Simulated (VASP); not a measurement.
# Beryllium: structure and properties in VASP, part 2 of 2

What structure and properties does PBEsol give Beryllium, and how near are they to the measured ones? The start is a cell from a database of measured crystal structures.

VASP 6.6.1; PBEsol; plane waves and PAW (Be).

So far. Step 10 (Volume scan with PBEsol, volume scale 1): The run ends at a pressure of 0.06 GPa.

### Step 11. Volume scan with PBEsol, volume scale 1.02 (continued)

The pressure falls from 0.06 to -2.31 GPa, so it vanishes between these two volumes.

### Step 12. Volume scan with PBEsol, volume scale 1.04

INCAR

```
SYSTEM = Be
PREC = Accurate
ENCUT = 400
EDIFF = 1E-06
NELM = 100
ISMEAR = 1
SIGMA = 0.2
LREAL = .FALSE.
ALGO = Normal
GGA = PS
NBANDS = 8
LORBIT = 11
LWAVE = .FALSE.
LCHARG = .FALSE.
KPAR = 2
ISIF = 2
```

POSCAR

```
Be
1.0
    2.2933237060      0.0000000000      0.0000000000
   -1.1466618530      1.9860765886      0.0000000000
    0.0000000000      0.0000000000      3.5907188984
Be
2
Direct
    0.3333333333      0.6666666667      0.2500000000
    0.6666666667      0.3333333333      0.7500000000
```

KPOINTS

```
Automatic mesh
0
Gamma
13 13 8
0 0 0
```

The projector-augmented-wave data sets are Be (PBE family, release 64).

Launch:

```
> mpirun -np 2 vasp_std
```

It took 9.8 s on 2 MPI ranks of AMD EPYC 7R13 (Zen 3), shared host; peak memory 0.17 GiB; 16 s of CPU time.

The pressure falls from -2.31 to -4.50 GPa.

The run ends at a pressure of -4.50 GPa.

### Step 13. Volume scan with PBEsol, volume scale 1.06

A prediction first. A parabola through the 6 pressures of evenly scaled cells so far, P = 0.06 -124.4 t +211 t² GPa with t = ln(V/V₁) and V₁ the volume at scale 1, gives -6.47 GPa at t = +0.0583.

INCAR is that of step 12.

POSCAR

```
Be
1.0
    2.3079312572      0.0000000000      0.0000000000
   -1.1539656286      1.9987270990      0.0000000000
    0.0000000000      0.0000000000      3.6135903361
Be
2
Direct
    0.3333333333      0.6666666667      0.2500000000
    0.6666666667      0.3333333333      0.7500000000
```

KPOINTS is that of step 12.

Launch:

```
> mpirun -np 2 vasp_std
```

Wall time 7.8 s (2 MPI ranks); peak memory 0.17 GiB.

The pressure falls from -4.50 to -6.50 GPa. The parabola predicted -6.47 GPa, +0.03 GPa off.

### Step 14. Comparing the runs

Times are for 2 MPI ranks of AMD EPYC 7R13 (Zen 3), shared host. Results by setting:

| no. | volume scale | energy above the lowest point (meV/atom) | pressure (GPa) | time | memory (GiB) |
| --- | --- | --- | --- | --- | --- |
| 1 | 0.94 | 12.42 | 8.566 | 8.2 s | 0.16 |
| 2 | 0.96 | 5.46 | 5.482 | 9 s | 0.17 |
| 3 | 0.98 | 1.4 | 2.655 | 8.4 s | 0.17 |
| 4 | 1 | 0 | 0.06331 | 8.6 s | 0.17 |
| 5 | 1.02 | 1.04 | -2.315 | 9 s | 0.18 |
| 6 | 1.04 | 4.32 | -4.498 | 9.8 s | 0.17 |
| 7 | 1.06 | 9.66 | -6.504 | 7.8 s | 0.17 |

### Step 15. Fit for PBEsol

This step: Birch-Murnaghan fit, PBEsol; plane waves and PAW (VASP 6.6.1).

This step runs nothing: it gathers the runs above.

Numbers from this step:

| Quantity | Value |
| --- | --- |
| pressure derivative of the bulk modulus | 3.301 |
| r.m.s. error of the fit | 1.76e-6 eV/atom |
| minimum inside the sampled range | yes |
| bulk modulus | 123.8 GPa |
| equilibrium volume of the fit | 7.872 Å³/atom |

Energy above the fitted minimum against volume:

| volume (Å³/atom) | energy above the fitted minimum (eV/atom) |
| --- | --- |
| 7.391 | 0.0124 |
| 7.548 | 0.00546 |
| 7.706 | 0.00140 |
| 7.863 | 6.8e-6 |
| 8.020 | 0.00105 |
| 8.177 | 0.00433 |
| 8.335 | 0.00967 |

The fitted volume lies +0.12 % from the relaxed one. At a finite cutoff and mesh the minimum of the energy and the zero of the stress don't quite coincide, and the relaxation stops at a threshold.

### Step 16. Vibrations at Γ (PBEsol)

This step: PBEsol; plane waves and PAW (Be) (VASP 6.6.1).

Zone-centre modes test whether the atoms sit at a minimum within this cell. IBRION = 8 takes the force constants from linear response, which needs tightly converged orbitals.

INCAR: that of step 13 with these lines changed.

```diff
@@ -3,3 +3,3 @@
 ENCUT = 400
-EDIFF = 1E-06
+EDIFF = 1E-08
 NELM = 100
@@ -15,2 +15,3 @@
 KPAR = 2
+IBRION = 8
 ISIF = 2
```

POSCAR

```
Be
1.0
    2.2635369097      0.0000000000      0.0000000000
   -1.1317684549      1.9602804663      0.0000000000
    0.0000000000      0.0000000000      3.5440809066
Be
2
Direct
    0.3333333333      0.6666666667      0.2500000000
    0.6666666667      0.3333333333      0.7500000000
```

KPOINTS

```
Automatic mesh
0
Gamma
19 19 11
0 0 0
```

Launch:

```
> mpirun -np 2 vasp_std
```

Run time: 1.7 min. Hardware: 2 MPI ranks; peak memory 0.5 GiB; 3.3 min of CPU time.

Energies printed during the response cycles are not total energies of the cell.

This step gave:

| Quantity | Value |
| --- | --- |
| irreducible k-points | 240 |
| pressure of the cell | -0.04297 GPa |
| largest force of the cell | 0 eV/Å |
| Fermi energy | 7.144 eV |

Modes at Γ:

| mode | frequency (cm⁻¹) | symmetry |
| --- | --- | --- |
| 1 | 0.0 | acoustic |
| 2 | 0.0 | acoustic |
| 3 | 0.0 | acoustic |
| 4 | 476.3 | E2g |
| 5 | 476.3 | E2g |
| 6 | 714.4 | Bg |

Displacements in mode 5 (476.3 cm⁻¹), the largest set to 1:
```
Be1 -0.24  1.00  0.00
Be2  0.24 -1.00  0.00
```

Displacements in mode 6 (714.4 cm⁻¹), the largest set to 1:
```
Be1  0.00  0.00 -1.00
Be2  0.00  0.00  1.00
```

The three acoustic modes come out at zero, and all others are real. By the characters of their eigenvectors the optical modes sort into (cm⁻¹) Raman active: E2g 476; silent: Bg 714. B labels carry no number here, since it depends on the setting of the axes. With a centre of inversion no mode is active in both.

### Step 17. Summary of results

| Quantity | Value |
| --- | --- |
| relaxed volume | 7.863 Å³/atom |
| relaxed conventional cell a, b, c | 2.264, 2.264, 3.544 Å; angles 90.0, 90.0, 120.0° |
| space group after relaxing, within 0.02 Å | P6_3/mmc (No. 194) |
| band gap | none, a metal |
| DOS at the Fermi level | 0.119 states/eV/cell |
| bulk modulus from the fit | 124 GPa |
| volume from the fit | 7.87 Å³/atom |
| highest zone-centre mode | 714 cm⁻¹ |

With PBEsol, Beryllium relaxes to 7.863 Å³/atom in space group P6_3/mmc (held by the symmetry of the run), comes out as a metal and has a bulk modulus of 124 GPa at fixed shape and positions, an upper bound. Against the listed cell the volume lies -3.0 % (a -1.0 %, c -1.1 %). Band structure (PBEsol): Of the bands kept, 2 cross the Fermi level on this path. Vibrations at Γ (PBEsol): The highest mode in this list at Γ lies at 714.4 cm⁻¹. Modes at Γ alone can't show that the crystal is stable at other wave vectors. No search among competing phases was made. All values are for a static lattice at zero temperature.

Computed beside measured:

| quantity | measured | PBEsol |
| --- | --- | --- |
| Raman mode, E2g (cm⁻¹) | 455 | 476 (+4.7 %) |

Measured values from arxiv:2109.15077 (2021).

Verdict: The Raman mode is off by +4.7 %: fair agreement. The grades are ours: good and fair within 3 and 7 % for the Raman mode. Zero-point motion and thermal expansion are not in the computed Raman mode.

[Lines on the potential files, build, host, timing and source positions are cut from VASP's logs without a mark.]

[Logs are printed without paths, hosts, clocks, repeated set-up lines and the standing remarks that a program may print on its own settings, such as how far it seeks lower states.]

[Hosts, paths, dates, database ids (printed as entryN), source tags and the programs' standing remarks are cut or masked in the printed files.]

[A measured line is paired with the nearest computed mode of its activity, which favours agreement.]
